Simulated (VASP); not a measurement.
Given:

```
CELL_PARAMETERS angstrom
      0.00000     2.76654     2.76654
      2.76654     0.00000     2.76654
      2.76654     2.76654     0.00000
ATOMIC_POSITIONS crystal
  Mg 0.00000 0.00000 0.00000
  Se 0.50000 0.50000 0.50000
```

All values below come from revTPSS meta-GGA, VASP's PBE PAW potentials (set 64) (plane waves; VASP). Run with 520 eV cut-off, 8×8×8 Γ-centred mesh, Gaussian smearing of 0.050 eV, potentials Mg Se.

### Question
Estimate the energy per atom (σ→0), pressure, band gap (on the k-mesh) with the smallest direct gap where there is one.

### Answer

```yaml
band gap (on the k-mesh): 2.02 eV
smallest direct gap (on the k-mesh): 2.67 eV
energy per atom (σ→0): -0.885 eV/atom
pressure: -1.79 GPa
```

The compound is MgSe in the rock salt structure. This cell is one point of a volume scan, at 1.03 of the reference volume.
